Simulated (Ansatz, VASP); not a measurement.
# Ta4O in VASP and in Ansatz

```
Ta O
1.0
     3.23205   -0.01525    0.02886
    -0.01525    3.26076   -0.02398
     0.06564   -0.05454    7.38309
Ta O
4 1
Cartesian
  0.2126 0.0295 3.6626
  1.6923 1.5293 5.7842
  1.6097 1.6448 1.6614
  0.0871 0.0392 -0.0730
  1.5980 1.4360 3.8045
```

Change from the starting cell: kmesh displaced: [4, 4, 2] Gamma-centred.

Alike in both runs: task single point; functional PBE; k mesh 4 × 4 × 2; occupations gaussian, width 0.1 eV; no spin polarisation.

```csv
,VASP,Ansatz
version,VASP 6.6.1,Ansatz 0.2.0
potentials or method,"VASP PAW PBE potentials, release 64 (Ta_pv, O)","scalar-relativistic, plane waves, PAW"
plane-wave cutoff (eV),520,420
valence electrons in the cell,50,58
```

```tsv
	VASP	Ansatz	Ansatz less VASP
gap on the k mesh at the Fermi level (eV)	none	none	-
pressure (GPa)	7.6	7.3	-0.35
largest component of the traceless stress (GPa)	5.52	5.40	-0.112
rms of the force components (eV/Å)	1.239	1.215	-0.0240
```

Atom by atom the forces differ by 0.030 eV/Å (rms over components). A gap of «none» marks a metal or a gap that the smearing closes. The two sets of potentials don't hold the same shells in valence.

Caveats: the k mesh is coarse (spacing up to 0.49 Å⁻¹), so the values aren't converged; forces of over 1 eV/Å show positions far from the minimum, so gaps and moduli don't describe the material at rest. The runs have no spin-orbit coupling, so splittings on Ta are missing.
